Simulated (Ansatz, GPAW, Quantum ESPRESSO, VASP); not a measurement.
Code comparison for KCl (Fm-3m, 2 atoms in the cell)

Self-consistent single point, at a second geometry (lattice scaled by 0.98). First geometry:

```xyz
2
Lattice="0.0000 3.1450 3.1450 3.1450 0.0000 3.1450 3.1450 3.1450 0.0000" Properties=species:S:1:pos:R:3 pbc="T T T"
K      0.0000     0.0000     0.0000
Cl     3.1450     3.1450     3.1450
```

Shared settings, as Ansatz (a program for electronic structure) writes them: kpoints.mp_grid.grid = 6 6 6; scf.occupations.method = fermi_dirac; scf.occupations.width = 0.05 eV. Potentials and cutoffs stand in the table.

| code | model | ΔF from the first geometry (meV/atom) | pressure (GPa) | gap on the mesh (eV) | cutoff |
|---|---|---|---|---|---|
| Ansatz | PBE, default PAW files | 16.4 | 2.17 | 5.411 | 420 eV |
| VASP | PBE, VASP's PBE PAW potentials (set 64) | – | – | 5.408 | 300 eV |
| Quantum ESPRESSO | PBE, SSSP 1.1.2 efficiency (PBE) pseudopotentials | 16.3 | 2.05 | 5.412 | 50 Ry |
| GPAW | PBE, GPAW PAW datasets PBE (gpaw-data 1.0.1) | 16.2 | 2.10 | 5.414 | 600 eV |

A dash marks a value that a program does not give, or that is left out as unsure.

Gaps are read on the mesh.

The spread over the programs that give each value: ΔF from the first geometry within 0.2 meV/atom; pressure within 0.12 GPa; gap on the mesh within 0.006 eV.

Ansatz's pressure is given at a fixed set of plane waves, as the other plane-wave codes print theirs.

VASP's run is marked for a possible Pulay error in its stress at this cutoff; no cutoff test was made.

The starting cell has typed, rounded lattice constants, without a prior relaxation at this level. For this run, on top of that: lattice scaled by 0.98.

Left out of this page: ABINIT, CP2K, PySCF, Elk, FLEUR and SIESTA (not drawn, or without a comparable value).

Keys are those of Ansatz 0.2.
